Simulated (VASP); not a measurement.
Output of a VASP run:

File OSZICAR:
```
       N       E                     dE             d eps       ncg     rms          rms(c)
DAV:   1     0.372685707691E+03    0.37269E+03   -0.19304E+04  2192   0.122E+03
DAV:   2    -0.157076682661E+02   -0.38839E+03   -0.37683E+03  1986   0.451E+02
DAV:   3    -0.368827109029E+02   -0.21175E+02   -0.19772E+02  2580   0.963E+01
DAV:   4    -0.376018914157E+02   -0.71918E+00   -0.65823E+00  2293   0.164E+01
DAV:   5    -0.376288746458E+02   -0.26983E-01   -0.26200E-01  2565   0.295E+00    0.322E+01
DAV:   6    -0.356984100932E+02    0.19305E+01   -0.46180E+00  2417   0.202E+01    0.129E+01
DAV:   7    -0.355856149209E+02    0.11280E+00   -0.29457E+00  2484   0.138E+01    0.452E+00
DAV:   8    -0.353528037242E+02    0.23281E+00   -0.99941E-01  2865   0.101E+01    0.183E+00
DAV:   9    -0.353389598275E+02    0.13844E-01   -0.39009E-02  2117   0.190E+00    0.791E-02
DAV:  10    -0.353390464346E+02   -0.86607E-04   -0.12614E-03  2824   0.276E-01    0.484E-02
DAV:  11    -0.353390662026E+02   -0.19768E-04   -0.47661E-05  2362   0.441E-02    0.239E-02
DAV:  12    -0.353390700555E+02   -0.38529E-05   -0.11908E-05  2277   0.185E-02    0.331E-03
DAV:  13    -0.353390698440E+02    0.21152E-06   -0.24575E-06  1229   0.830E-03
   1 F= -.35339070E+02 E0= -.35267670E+02  d E =-.142800E+00
```

File OUTCAR:
```
------------------------ aborting loop because EDIFF is reached ----------------------------------------
  FORCE on cell =-STRESS in cart. coord.  units (eV):
  Direction    XX          YY          ZZ          XY          YZ          ZX
  --------------------------------------------------------------------------------------
  Total        9.6928631      4.3215707     19.0947272      0.0000000      0.0000000      0.0000000
  in kB      296.4599925    132.1769231    584.0196674      0.0000000      0.0000000      0.0000000
  external PRESSURE =     337.5521943 kB  Pullay stress =       0.0000000 kB
  volume of cell :       52.38
      direct lattice vectors                 reciprocal lattice vectors
     4.263656000  0.000000000  0.000000000     0.234540498  0.000000000  0.000000000
     0.000000000  2.822411000  0.000000000     0.000000000  0.354307009  0.000000000
     0.000000000  0.000000000  4.353055000     0.000000000  0.000000000  0.229723723
 POSITION                                       TOTAL-FORCE (eV/Angst)
 -----------------------------------------------------------------------------------
      3.19774      1.41121      1.36033         0.000000      0.000000      1.353904
      1.06591      1.41121      2.99273        -0.000000     -0.000000     -1.353904
      3.19774      0.00000      3.53686         0.000000     -0.000000      1.075048
      1.06591      0.00000      0.81620         0.000000      0.000000     -1.075048
 -----------------------------------------------------------------------------------
    total drift:                                0.000000      0.000000     -0.000000
  FREE ENERGIE OF THE ION-ELECTRON SYSTEM (eV)
  ---------------------------------------------------
  free  energy   TOTEN  =       -35.3390698440 eV

  energy  without entropy=      -35.1962693711  energy(sigma->0) =      -35.26766961
```
(Selected blocks of OUTCAR.)

**POSCAR**
```
IrRu
1
    4.2636560000     0.0000000000     0.0000000000
    0.0000000000     2.8224110000     0.0000000000
    0.0000000000     0.0000000000     4.3530550000
Ru Ir
2 2
Direct
  0.7500000000   0.5000000000   0.3125000000
  0.2500000000   0.5000000000   0.6875000000
  0.7500000000   0.0000000000   0.8125000000
  0.2500000000   0.0000000000   0.1875000000
```

**Question.** Write an INCAR and KPOINTS that could have produced this output.

**Answer.** One answer among several that fit: the input of the run itself, PBE GGA, plane waves, VASP's PBE PAW potentials (set 64).

**KPOINTS**
```
Automatic mesh
0
Gamma
5 7 5
0 0 0
```

### INCAR
```
SYSTEM = IrRu
PREC = Accurate; ENCUT = 300; LREAL = .FALSE.
LASPH = .TRUE.
EDIFF = 1E-6; NELM = 100; ALGO = Normal
LMAXMIX = 6
ISMEAR = -1; SIGMA = 0.1
GGA = PE
ISIF = 2
LWAVE = .FALSE.; LCHARG = .FALSE.
```

POTCAR, in this order: Ru_pv Ir (PBE.64 set). Program: vasp_std.

At this cut-off the stress carries a Pulay error, which pulls relaxed volumes low.

The structure was generated: IrRu was put into an ordered model structure, which need not be its known phase. The cell was not relaxed at this level. The k-mesh is coarse (spacing up to 0.32 per Å, 2π included), so the numbers may not be converged in it. VASP warned that the highest band is occupied, so more bands are needed.
